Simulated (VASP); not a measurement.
Input of a VASP 6.6.1 run:

Contents of INCAR:

```
SYSTEM = CCl2
PREC = Accurate ; ENCUT = 520
EDIFF = 1E-7 ; ISMEAR = 0
SIGMA = 0.01 ; LREAL = .FALSE.
LASPH = .TRUE. ; NELM = 80
ALGO = Normal ; ISIF = 2
LWAVE = .FALSE. ; LCHARG = .FALSE.
GGA = PE ; NBANDS = 16
```

Contents of KPOINTS:

```
regular mesh
0
G
  1 1 1
  0 0 0
```

POSCAR

```
CCl2
1.0
   12.0000000000      0.0000000000      0.0000000000
    0.0000000000     11.0000000000      0.0000000000
    0.0000000000      0.0000000000     11.0000000000
Cl C
2 1
Direct
    0.5944916700      0.4570000000      0.5530363600
    0.4076750000      0.5700727300      0.4531454500
    0.4721333300      0.4337454500      0.4772090900
```

Potentials or basis: VASP PAW PBE potentials, release 64 (Cl, C).

Run with:

```bash
$ cat potpaw_PBE.64/Cl/POTCAR potpaw_PBE.64/C/POTCAR > POTCAR
$ mpirun -np 1 vasp_gam > vasp.out
```

Question: Estimate the largest force.

Answer: 0.401 eV/Å.

Question: What does it give for the gap between the frontier levels?

Answer: 1.81 eV.

Forces on the atoms (eV/Å):
```
Cl   0.351  0.008  0.194
Cl  -0.217  0.323 -0.085
C   -0.134 -0.330 -0.109
```

Expect the measured gap to be larger: semilocal functionals such as PBE lack the derivative discontinuity.
